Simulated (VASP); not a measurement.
VASP ran on this input.

KPOINTS:
```
Automatic mesh
0
Gamma
8 8 8
0 0 0
```

### INCAR
```
ISIF = 2
LASPH = .TRUE.
LCHARG = .FALSE.
ALGO = Normal   # blocked Davidson
GGA = PE   # PBE
IMIX = 4
PREC = Accurate
AMIX = 0.1
SIGMA = 0.05   # width (eV)
EDIFF = 1E-6   # SCF stop (eV)
LREAL = .FALSE.
LWAVE = .FALSE.
ISMEAR = 0   # Gaussian
SYSTEM = Si
BMIX = 3.0
NELM = 100   # most electronic steps
ENCUT = 400
```

### POSCAR
```
Si
3.9171030
  0.0000000000   0.7071067572   0.7071067572
  0.7071067572   0.0000000000   0.7071067572
  0.7071067572   0.7071067572   0.0000000000
Si
2
direct
  0.0000000000   0.0000000000   0.0000000000
  0.2500000000   0.2500000000   0.2500000000
```

POTCAR, in this order: Si (PBE.64 set). Program: vasp_std.

Q: Translate this PBE calculation to Ansatz.

A: One equivalent input (not run):
Ansatz 0.2 input:
```yaml
crystal:
  lattice:
    - [0.0000000, 2.7698100, 2.7698100]
    - [2.7698100, 0.0000000, 2.7698100]
    - [2.7698100, 2.7698100, 0.0000000]
  atoms:
    - { symbol: Si, position: [0.0000000, 0.0000000, 0.0000000] }
    - { symbol: Si, position: [0.2500000, 0.2500000, 0.2500000] }
kpoints:
  mp_grid: { grid: [8, 8, 8] }
hamiltonian:
  xc: pbe
  pseudopotentials: { kind: paw }
scf:
  occupations: { method: gaussian, width: 0.05 }
  max_iter: 100
output: { forces: true, stress: true, eigenvalues: true }
```
What does not carry over: each code has its own PAW files, so the cut-off isn't converted (ENCUT is set for VASP's; basis.ecutwfc is left out, and Ansatz then takes the one that its files recommend); Ansatz stops its SCF on the density residual and VASP on the energy change (EDIFF).

The compound is Si in the diamond structure. The cell was not relaxed at this level. The run is one of a series of settings (AMIX = 0.1, BMIX = 3.0, IMIX = 4 against the base run), some of them coarse on purpose.
